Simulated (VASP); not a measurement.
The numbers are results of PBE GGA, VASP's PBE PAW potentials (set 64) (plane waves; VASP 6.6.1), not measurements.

Input for VASP

**POSCAR**
```
Ta
1
   -1.6597305188     1.6597305188     1.6597305188
    1.6597305188    -1.6597305188     1.6597305188
    1.6597305188     1.6597305188    -1.6597305188
Ta
1
Direct
  0.0000000000   0.0000000000   0.0000000000
```

INCAR:
```
SYSTEM  =  Ta
PREC  =  Accurate; ENCUT  =  480; LREAL  =  .FALSE.
LASPH  =  .TRUE.
EDIFF  =  1E-7; NELM  =  100; ALGO  =  Normal
LMAXMIX  =  6
ISMEAR  =  1; SIGMA  =  0.1
GGA  =  PE
ISIF  =  2
LWAVE  =  .FALSE.; LCHARG  =  .FALSE.
```

KPOINTS:
```
Regular mesh
0
gamma
14 14 14
```

POTCAR, in this order: Ta_pv (PBE.64 set). Program: vasp_std.

What VASP printed:

File OUTCAR:
```
 ion  position               nearest neighbor table
   1  0.000  0.000  0.000-
  LATTYP: Found a body centered cubic cell.
 ALAT       =     3.3194610376
 Subroutine PRICEL returns:
 Original cell was already a primitive cell.
 Subroutine GETGRP returns: Found 48 space group operations
The static configuration has the point symmetry O_h .
The dynamic configuration has the point symmetry O_h .
 Subroutine INISYM returns: Found 48 space group operations
 Subroutine IBZKPT returns following result:
 Found    104 irreducible k-points:

 Following reciprocal coordinates:
            Coordinates               Weight
  0.000000  0.000000  0.000000      1.000000
  0.071429  0.000000  0.000000     12.000000
  0.142857  0.000000  0.000000     12.000000
  0.214286  0.000000  0.000000     12.000000
  0.285714  0.000000  0.000000     12.000000
  0.357143  0.000000  0.000000     12.000000
  0.428571  0.000000  0.000000     12.000000
  0.500000  0.000000  0.000000      6.000000
  0.071429  0.071429  0.000000     24.000000
  0.142857  0.071429 -0.000000     48.000000
...
```

### OSZICAR
```
       N       E                     dE             d eps       ncg     rms          rms(c)
DAV:   1     0.438872689508E+02    0.43887E+02   -0.63610E+03  1872   0.109E+03
DAV:   2    -0.115614798764E+02   -0.55449E+02   -0.54750E+02  2336   0.238E+02
DAV:   3    -0.122837000806E+02   -0.72222E+00   -0.70739E+00  2208   0.269E+01
DAV:   4    -0.122871444252E+02   -0.34443E-02   -0.34450E-02  2114   0.168E+00
DAV:   5    -0.122871665941E+02   -0.22169E-04   -0.22168E-04  2098   0.118E-01    0.132E+01
DAV:   6    -0.119264577805E+02    0.36071E+00   -0.41292E-01  1938   0.781E+00    0.640E+00
DAV:   7    -0.118205562785E+02    0.10590E+00   -0.31888E-01  1968   0.650E+00    0.408E-01
DAV:   8    -0.118192279846E+02    0.13283E-02   -0.17372E-03  2091   0.475E-01    0.979E-02
DAV:   9    -0.118192358718E+02   -0.78872E-05   -0.16239E-04  1995   0.168E-01    0.343E-02
DAV:  10    -0.118192301818E+02    0.56900E-05   -0.36242E-06  2005   0.303E-02    0.117E-02
DAV:  11    -0.118192309757E+02   -0.79398E-06   -0.10511E-07  1542   0.329E-03    0.274E-04
DAV:  12    -0.118192309178E+02    0.57971E-07   -0.49804E-09   986   0.813E-04
   1 F= -.11819231E+02 E0= -.11819261E+02  d E =0.913248E-04
```

### OUTCAR
```
------------------------ aborting loop because EDIFF is reached ----------------------------------------
  FORCE on cell =-STRESS in cart. coord.  units (eV):
  Direction    XX          YY          ZZ          XY          YZ          ZX
  --------------------------------------------------------------------------------------
  Total       -0.0015721     -0.0015721     -0.0015721     -0.0000000     -0.0000000      0.0000000
  in kB       -0.1377258     -0.1377258     -0.1377258     -0.0000000     -0.0000000      0.0000000
  external PRESSURE =      -0.1377258 kB  Pullay stress =       0.0000000 kB
  volume of cell :       18.29
      direct lattice vectors                 reciprocal lattice vectors
    -1.659730519  1.659730519  1.659730519     0.000000000  0.301253724  0.301253724
     1.659730519 -1.659730519  1.659730519     0.301253724  0.000000000  0.301253724
     1.659730519  1.659730519 -1.659730519     0.301253724  0.301253724  0.000000000
 POSITION                                       TOTAL-FORCE (eV/Angst)
 -----------------------------------------------------------------------------------
      0.00000      0.00000      0.00000         0.000000     -0.000000     -0.000000
 -----------------------------------------------------------------------------------
    total drift:                                0.000000      0.000000      0.000000
  FREE ENERGIE OF THE ION-ELECTRON SYSTEM (eV)
  ---------------------------------------------------
  free  energy   TOTEN  =       -11.8192309178 eV

  energy  without entropy=      -11.8193222425  energy(sigma->0) =      -11.81926136
```
(Selected blocks of OUTCAR.)

The compound is Ta in the bcc structure. It was relaxed first.
